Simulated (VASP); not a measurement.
Be3Te2O:

```
CELL_PARAMETERS angstrom
5.41800 -3.13700 0.00000
5.41800 3.13700 0.00000
0.00000 0.00000 6.55800
ATOMIC_POSITIONS crystal
Be 0.40936 0.85660 0.60034
Be 0.14340 0.59064 0.60034
Be 0.92716 0.07284 0.56618
Be 0.85660 0.40936 0.10034
Be 0.59064 0.14340 0.10034
Be 0.07284 0.92716 0.06618
Te 0.51154 0.16694 0.49375
Te 0.16694 0.51154 0.99375
Te 0.83306 0.48846 0.49375
Te 0.48846 0.83306 0.99375
O 0.16927 0.83073 0.57533
O 0.83073 0.16927 0.07533
```

The cell was built by a generator and needn't be a form met in nature.

* Program: VASP 6.6.1
* Task: relaxation of cell and atoms
* Functional: PBE
* Potentials or basis: VASP PAW PBE potentials, release 64 (Be, Te, O)
* Cutoff: 520 eV
* k mesh: 6 × 6 × 4
* Occupations: gaussian, width 0.03 eV
* Spin: no spin polarisation

At the start: pressure -0.4 GPa; volume 18.58 Å³/atom.

How do energy, volume and symmetry change on relaxing?

Over 31 steps the energy falls by 37.9 meV/atom and the volume is 18.70 Å³/atom (+0.6 %); space group Cmc2_1 (No. 36, to 0.05 Å).

Step by step:
```csv
step,energy change (eV),largest force (eV/Å),pressure (GPa),volume (Å³)
1,0.0000,0.8426,-0.40,222.92
2,-0.1905,0.6135,0.31,221.40
3,-0.2997,0.8873,1.58,219.00
4,-0.3787,0.2253,0.52,221.19
5,-0.3807,0.3119,0.35,221.63
6,-0.3954,0.2523,0.01,222.54
7,-0.4057,0.2401,-0.66,224.50
8,-0.4165,0.1684,-0.37,223.87
9,-0.4221,0.1262,0.02,223.04
10,-0.4288,0.0964,0.11,222.94
11,-0.4341,0.1781,0.28,222.75
12,-0.4381,0.1210,0.05,223.76
13,-0.4385,0.1830,-0.08,224.29
14,-0.4410,0.0981,-0.18,224.83
15,-0.4421,0.0575,-0.31,225.53
16,-0.4442,0.0538,-0.07,224.84
17,-0.4446,0.0714,0.07,224.45
18,-0.4461,0.0410,0.06,224.32
19,-0.4468,0.0892,0.05,224.15
20,-0.4479,0.0601,-0.02,224.24
21,-0.4481,0.1082,-0.07,224.31
22,-0.4488,0.0969,-0.06,224.29
23,-0.4504,0.0631,-0.02,224.24
24,-0.4522,0.0418,0.03,224.12
25,-0.4524,0.0547,0.07,224.08
26,-0.4532,0.0392,0.02,224.22
27,-0.4537,0.0360,-0.08,224.50
28,-0.4542,0.0279,0.00,224.29
29,-0.4542,0.0233,0.05,224.17
30,-0.4545,0.0134,0.01,224.29
31,-0.4545,0.0080,-0.02,224.35
```

Final structure:
```
CELL_PARAMETERS angstrom
5.38651 -3.07467 0.00000
5.38651 3.07467 0.00000
0.00000 0.00000 6.77324
ATOMIC_POSITIONS crystal
Be 0.43267 0.82007 0.61631
Be 0.17993 0.56733 0.61631
Be 0.93459 0.06541 0.54561
Be 0.82007 0.43267 0.11631
Be 0.56733 0.17993 0.11631
Be 0.06541 0.93459 0.04561
Te 0.51368 0.15344 0.48903
Te 0.15344 0.51368 0.98903
Te 0.84656 0.48632 0.48903
Te 0.48632 0.84656 0.98903
O 0.18010 0.81990 0.57339
O 0.81990 0.18010 0.07339
```
